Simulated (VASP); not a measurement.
# ScInTeSe (P4/mbm) in VASP: density of states with PBE

Aim: the density of states of ScInTeSe with PBE.

All numbers are computed with VASP 6.6.1; they aren't measurements. Logs are shortened: lines on timing, memory, paths and dates and some standing lists are left out, and cuts for length are marked.

### 1 The crystal as given

The structure is tetragonal, space group P4/mbm (No. 127). The conventional cell has a = 8.374 Å, b = 8.374 Å, c = 7.136 Å, α = 90.00°, β = 90.00°, γ = 90.00°. Sc (site symmetry 2mm) has 2 Se at 2.58 Å and 2 Te at 2.85 Å as nearest neighbours. In (site symmetry 4) has 2 In at 3.40 to 3.74 Å and 4 Se at 3.57 Å and 4 Te at 3.59 Å as nearest neighbours. Te (site symmetry m2m) has 2 Sc at 2.85 Å as nearest neighbours. Around Se (site symmetry m2m) lie 2 Sc at 2.58 Å.

The cell was built by a generator and needn't be a form met in nature.

### 2 Density of states, PBE

Contents of POSCAR:

```
ScInTeSe
1.0
    8.3744100000      0.0000000000      0.0000000000
    0.0000000000      8.3744100000      0.0000000000
    0.0000000000      0.0000000000      7.1362000000
Sc In Te Se
4 4 4 4
Direct
    0.5000000000      0.0000000000      0.7431910000
    0.5000000000      0.0000000000      0.2568090000
    0.0000000000      0.5000000000      0.7431910000
    0.0000000000      0.5000000000      0.2568090000
    0.0000000000      0.0000000000      0.7380580000
    0.0000000000      0.0000000000      0.2619420000
    0.5000000000      0.5000000000      0.2619420000
    0.5000000000      0.5000000000      0.7380580000
    0.6838990000      0.8161010000      0.0000000000
    0.3161010000      0.1838990000      0.0000000000
    0.1838990000      0.6838990000      0.0000000000
    0.8161010000      0.3161010000      0.0000000000
    0.6606380000      0.1606380000      0.5000000000
    0.3393620000      0.8393620000      0.5000000000
    0.8393620000      0.6606380000      0.5000000000
    0.1606380000      0.3393620000      0.5000000000
```

Contents of INCAR.step1:

```
ALGO     = Normal         # electronic algorithm
EDIFF    = 1E-7           # SCF threshold, eV
ENCUT    = 520            # plane-wave cutoff, eV
GGA      = PE             # functional
ISIF     = 2              # what is computed and relaxed
ISMEAR   = 0              # smearing method
KPAR     = 8            
LASPH    = T              # aspherical terms in the spheres
LCHARG   = T              # write CHGCAR
LMAXMIX  = 4              # l up to which the mixer works
LREAL    = F              # projectors in reciprocal space
LWAVE    = F              # write WAVECAR
NBANDS   = 86             # bands
NELM     = 100            # most SCF steps
PREC     = Accurate       # precision mode
SIGMA    = 0.03           # smearing width, eV
```

Contents of KPOINTS.step1:

```
k-points
0
Gamma
  4 4 4
```

Contents of INCAR.step2:

```
ALGO     = Normal         # electronic algorithm
EDIFF    = 1E-7           # SCF threshold, eV
ENCUT    = 520            # plane-wave cutoff, eV
GGA      = PE             # functional
ICHARG   = 11             # starting density
ISIF     = 2              # what is computed and relaxed
ISMEAR   = -5             # smearing method
KPAR     = 8            
LASPH    = T              # aspherical terms in the spheres
LCHARG   = F              # write CHGCAR
LMAXMIX  = 4              # l up to which the mixer works
LORBIT   = 10             # projections on sites
LREAL    = F              # projectors in reciprocal space
LWAVE    = F              # write WAVECAR
NBANDS   = 86             # bands
NEDOS    = 2001           # points of the DOS
NELM     = 100            # most SCF steps
PREC     = Accurate       # precision mode
SIGMA    = 0.03           # smearing width, eV
```

Contents of KPOINTS.step2:

```
k-points
0
Gamma
  6 6 6
```

Potentials or basis: VASP PAW PBE potentials, release 64 (Sc_sv, In_d, Te, Se).

Run with:

```console
$ cat potpaw_PBE.64/Sc_sv/POTCAR potpaw_PBE.64/In_d/POTCAR potpaw_PBE.64/Te/POTCAR potpaw_PBE.64/Se/POTCAR > POTCAR
$ cp INCAR.step1 INCAR
$ cp KPOINTS.step1 KPOINTS
$ mpirun -np 8 vasp_std > vasp.out
$ cp INCAR.step2 INCAR
$ cp KPOINTS.step2 KPOINTS
$ mpirun -np 8 vasp_std > vasp.out
```

OUTCAR:

```text
EDIFF = 1E-7
   ENCUT = 520
   GGA = PE
   ICHARG = 11
   ISIF = 2
   ISMEAR = -5
   LASPH = T
   LORBIT = 10
   LREAL = F
   NELM = 100
   PREC = Accurate

 ion  position               nearest neighbor table
   1  0.500  0.000  0.743-  13 2.58  14 2.58   9 2.85  10 2.85
   2  0.500  0.000  0.257-  13 2.58  14 2.58   9 2.85  10 2.85
   3  0.000  0.500  0.743-  15 2.58  16 2.58  11 2.85  12 2.85
   4  0.000  0.500  0.257-  15 2.58  16 2.58  11 2.85  12 2.85
   5  0.000  0.000  0.738-   6 3.40   9 3.59  10 3.59  11 3.59  12 3.59   6 3.74
   6  0.000  0.000  0.262-   5 3.40   9 3.59  10 3.59  11 3.59  12 3.59   5 3.74
   7  0.500  0.500  0.262-   8 3.40   9 3.59  10 3.59  11 3.59  12 3.59   8 3.74
   8  0.500  0.500  0.738-   7 3.40   9 3.59  10 3.59  11 3.59  12 3.59   7 3.74
   9  0.684  0.816  0.000-   1 2.85   2 2.85   5 3.59   6 3.59   7 3.59   8 3.59
  10  0.316  0.184  0.000-   1 2.85   2 2.85   5 3.59   6 3.59   7 3.59   8 3.59
  11  0.184  0.684  0.000-   3 2.85   4 2.85   5 3.59   6 3.59   7 3.59   8 3.59
  12  0.816  0.316  0.000-   3 2.85   4 2.85   5 3.59   6 3.59   7 3.59   8 3.59
  13  0.661  0.161  0.500-   1 2.58   2 2.58
  14  0.339  0.839  0.500-   1 2.58   2 2.58
  15  0.839  0.661  0.500-   3 2.58   4 2.58
  16  0.161  0.339  0.500-   3 2.58   4 2.58

  LATTYP: Found a simple tetragonal cell.
 ALAT       =     8.3744100000
 C/A-ratio  =     0.8521436137

  Lattice vectors:

 A1 = (   8.3744100000,   0.0000000000,   0.0000000000)
 A2 = (   0.0000000000,   8.3744100000,   0.0000000000)
 A3 = (   0.0000000000,   0.0000000000,   7.1362000000)

Analysis of symmetry for initial positions (statically):
=====================================================================
 Subroutine PRICEL returns:
 Original cell was already a primitive cell.

 Routine SETGRP: Setting up the symmetry group for a
 simple tetragonal supercell.

 Subroutine GETGRP returns: Found 16 space group operations
 (whereof  8 operations were pure point group operations)
 out of a pool of 16 trial point group operations.

The static configuration has the point symmetry C_4h.
 The point group associated with its full space group is D_4h.

Analysis of symmetry for dynamics (positions and initial velocities):
=====================================================================
 Subroutine PRICEL returns:
 Original cell was already a primitive cell.

 Routine SETGRP: Setting up the symmetry group for a
 simple tetragonal supercell.

 Subroutine GETGRP returns: Found 16 space group operations
 (whereof  8 operations were pure point group operations)
 out of a pool of 16 trial point group operations.

The dynamic configuration has the point symmetry C_4h.
 The point group associated with its full space group is D_4h.

 Subroutine INISYM returns: Found 16 space group operations
[... 152 lines left out ...]
   GGA     = PE    functional components
   LHFCALC =     F    Hartree Fock is set to
   AEXX    =    0.0000 exact exchange contribution
   IVDW    =     0    specifies the selected vdW correction
   LEPSILON=     F    determine dielectric tensor
   LRPA    =     F    only Hartree local field effects (RPA)
 non-spin polarized calculation
 Fermi weights with tetrahedron method with Bloechl corrections
  energy-cutoff  :      520.00
  volume of cell :      500.47
 maximum number of plane-waves:     13543
 NGX is ok and might be reduce to    64

 number of electron     144.0000000 magnetization

 Free energy of the ion-electron system (eV)
  ---------------------------------------------------
  ext. energy  EPLUGINS =         0.00000000
  ---------------------------------------------------
  free energy    TOTEN  =       -75.55648545 eV

  energy without entropy =      -75.55648545  energy(sigma->0) =      -75.55648545

 E-fermi :   3.7679     XC(G=0):  -8.9008

 val. band max:        3.7539158294   @ k =   0.0000   0.0000   0.5000
 cond. band min:       4.4553256864   @ k =   0.0000   0.0000   0.0000
 fundamental gap:      0.7014098570
 Fermi energy:         3.7679207684

 k-point     1 :       0.0000    0.0000    0.0000
  band No.  band energies     occupation
      1     -46.1685      2.00000
      2     -46.1685      2.00000
      3     -46.1610      2.00000
      4     -46.1610      2.00000
      5     -24.8402      2.00000
      6     -24.8402      2.00000
[... 2077 lines left out ...]
     83       5.8423      0.00000
     84       5.8494      0.00000

 [... further k-points ...]

 [bands above 84 left out]

------------------------ aborting loop because EDIFF is reached ----------------------------------------

  FORCE on cell =-STRESS in cart. coord.  units (eV):
  Direction    XX          YY          ZZ          XY          YZ          ZX
  --------------------------------------------------------------------------------------
  -------------------------------------------------------------------------------------
  Total       -0.0035896     -0.0035896     -0.0112912      0.0000000      0.0000000      0.0000000
  in kB       -0.0114918     -0.0114918     -0.0361473      0.0000000      0.0000000      0.0000000
  external PRESSURE =      -0.0197103 kB  Pullay stress =       0.0000000 kB

 VOLUME and BASIS-vectors are now :
 -----------------------------------------------------------------------------
  energy-cutoff  :      520.00
  volume of cell :      500.47
      direct lattice vectors                 reciprocal lattice vectors
     8.374410000  0.000000000  0.000000000     0.119411397  0.000000000  0.000000000
     0.000000000  8.374410000  0.000000000     0.000000000  0.119411397  0.000000000
     0.000000000  0.000000000  7.136200000     0.000000000  0.000000000  0.140130602

 POSITION                                       TOTAL-FORCE (eV/Angst)
 -----------------------------------------------------------------------------------
      4.18720      0.00000      5.30356         0.000000      0.000000      0.001626
      4.18720      0.00000      1.83264        -0.000000      0.000000     -0.001626
      0.00000      4.18720      5.30356         0.000000      0.000000      0.001626
      0.00000      4.18720      1.83264        -0.000000      0.000000     -0.001626
      0.00000      0.00000      5.26693        -0.000000      0.000000      0.003635
      0.00000      0.00000      1.86927        -0.000000      0.000000     -0.003635
[... 8 lines left out ...]
      7.02916      5.53245      3.56810        -0.001376      0.001376     -0.000000
      1.34525      2.84196      3.56810         0.001376     -0.001376     -0.000000
 -----------------------------------------------------------------------------------
    total drift:                                0.000000      0.000000     -0.000000

  FREE ENERGIE OF THE ION-ELECTRON SYSTEM (eV)
  ---------------------------------------------------
  free  energy   TOTEN  =       -75.5564854538 eV

  energy  without entropy=      -75.5564854538  energy(sigma->0) =      -75.55648545

 total charge

# of ion       s       p       d       tot
------------------------------------------
    1        2.208   6.131   1.012   9.351
    2        2.208   6.131   1.012   9.351
    3        2.208   6.131   1.012   9.351
    4        2.208   6.131   1.012   9.351
    5        1.157   0.206   9.848  11.211
    6        1.157   0.206   9.848  11.211
[... 8 lines left out ...]
   15        1.459   2.398   0.015   3.871
   16        1.459   2.398   0.015   3.871
--------------------------------------------------
tot         24.764  43.153  43.563 111.480
```

OUTCAR.step1:

```text
EDIFF = 1E-7
   ENCUT = 520
   GGA = PE
   ISIF = 2
[... 1832 lines left out ...]
      0.00000      0.00000      5.26693         0.000000      0.000000      0.003925
      0.00000      0.00000      1.86927         0.000000      0.000000     -0.003925
[... 8 lines left out ...]
      7.02916      5.53245      3.56810        -0.001050      0.001050      0.000000
      1.34525      2.84196      3.56810         0.001050     -0.001050     -0.000000
 -----------------------------------------------------------------------------------
    total drift:                                0.000000      0.000000      0.000000

  FREE ENERGIE OF THE ION-ELECTRON SYSTEM (eV)
  ---------------------------------------------------
  free  energy   TOTEN  =       -75.5563569150 eV

  energy  without entropy=      -75.5563569150  energy(sigma->0) =      -75.55635692
```

OSZICAR.step1:

```text
N       E                     dE             d eps       ncg     rms          rms(c)
DAV:   1     0.206897204435E+04    0.20690E+04   -0.59124E+04  3096   0.168E+03
DAV:   2     0.273383875859E+03   -0.17956E+04   -0.17665E+04  3376   0.560E+02
DAV:   3    -0.489831554290E+02   -0.32237E+03   -0.30608E+03  4470   0.263E+02
DAV:   4    -0.823499740977E+02   -0.33367E+02   -0.32928E+02  4720   0.812E+01
DAV:   5    -0.839327857068E+02   -0.15828E+01   -0.15759E+01  4880   0.202E+01    0.171E+01
DAV:   6    -0.757915282057E+02    0.81413E+01   -0.31506E+01  5136   0.268E+01    0.886E+00
DAV:   7    -0.755979305737E+02    0.19360E+00   -0.30660E+00  4464   0.673E+00    0.393E+00
DAV:   8    -0.755496529407E+02    0.48278E-01   -0.53662E-01  4762   0.292E+00    0.153E+00
DAV:   9    -0.755532388988E+02   -0.35860E-02   -0.59149E-02  4312   0.102E+00    0.704E-01
DAV:  10    -0.755563912699E+02   -0.31524E-02   -0.10472E-02  4892   0.467E-01    0.313E-01
DAV:  11    -0.755561775864E+02    0.21368E-03   -0.19365E-03  4592   0.166E-01    0.211E-01
DAV:  12    -0.755564006120E+02   -0.22303E-03   -0.90798E-04  4432   0.997E-02    0.572E-02
DAV:  13    -0.755563558125E+02    0.44800E-04   -0.16854E-04  4208   0.583E-02    0.445E-02
DAV:  14    -0.755563590399E+02   -0.32274E-05   -0.92442E-05  4904   0.232E-02    0.217E-02
DAV:  15    -0.755563586921E+02    0.34780E-06   -0.21006E-05  4000   0.141E-02    0.146E-02
DAV:  16    -0.755563569818E+02    0.17102E-05   -0.58106E-06  3984   0.105E-02    0.651E-03
DAV:  17    -0.755563569150E+02    0.66810E-07   -0.93881E-07  3712   0.380E-03
   1 F= -.75556357E+02 E0= -.75556357E+02  d E =-.959196E-29
```

Run time: 5.5 min. Hardware: 8 MPI ranks of AMD EPYC 9R45 (Zen 5), shared host; peak memory 1.4 GiB.

Results:

```
Valence electrons inside the program's atomic spheres : Sc 9.35; In 11.21; Te 3.44; Se 3.87
```

States per cell in windows of 0.5 eV (zero at the valence-band top; states under -8 eV left out):
```tsv
from (eV)	total	Sc1_d	Sc2_d	Sc3_d	Sc4_d	Se13_p	Se14_p
-8.0	0.00	0.00	0.00	0.00	0.00	0.00	0.00
-7.5	0.00	0.00	0.00	0.00	0.00	0.00	0.00
-7.0	0.00	0.00	0.00	0.00	0.00	0.00	0.00
-6.5	0.00	0.00	0.00	0.00	0.00	0.00	0.00
-6.0	0.28	0.00	0.00	0.00	0.00	0.00	0.00
-5.5	2.07	0.01	0.01	0.01	0.01	0.02	0.02
-5.0	2.24	0.01	0.01	0.01	0.01	0.03	0.03
-4.5	2.84	0.01	0.01	0.01	0.01	0.04	0.04
-4.0	1.58	0.01	0.01	0.01	0.01	0.05	0.05
-3.5	6.15	0.06	0.06	0.06	0.06	0.31	0.31
-3.0	7.07	0.11	0.11	0.11	0.11	0.36	0.36
-2.5	6.68	0.12	0.12	0.12	0.12	0.38	0.38
-2.0	12.24	0.33	0.33	0.33	0.33	0.71	0.71
-1.5	8.51	0.22	0.22	0.22	0.22	0.33	0.33
-1.0	5.55	0.09	0.09	0.09	0.09	0.13	0.13
-0.5	1.06	0.02	0.02	0.02	0.02	0.02	0.02
0.0	0.00	0.00	0.00	0.00	0.00	0.00	0.00
0.5	1.56	0.18	0.18	0.18	0.18	0.01	0.01
1.0	9.44	1.26	1.26	1.26	1.26	0.03	0.03
1.5	7.76	1.04	1.04	1.04	1.04	0.04	0.04
2.0	8.79	1.22	1.22	1.22	1.22	0.07	0.07
2.5	0.51	0.06	0.06	0.06	0.06	0.00	0.00
3.0	0.00	0.00	0.00	0.00	0.00	0.00	0.00
3.5	0.00	0.00	0.00	0.00	0.00	0.00	0.00
4.0	0.00	0.00	0.00	0.00	0.00	0.00	0.00
4.5	0.00	0.00	0.00	0.00	0.00	0.00	0.00
```
